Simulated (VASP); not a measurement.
Method: LDA (Ceperley-Alder, Perdew-Zunger), VASP's LDA PAW potentials (set 64) (plane waves; VASP). Each cell was relaxed at this level, without spin-orbit coupling.

Which of these comes out without a gap?
A) AlP, F-43m (216)
B) ZnGeP2, I-42d (122)
C) BP, F-43m (216)
D) Cd, P6_3/mmc (194)

D, Cd, P6_3/mmc (194). The others have gaps of 1.15 eV (BP, F-43m (216)), 1.42 eV (AlP, F-43m (216)), 1.01 eV (ZnGeP2, I-42d (122)).
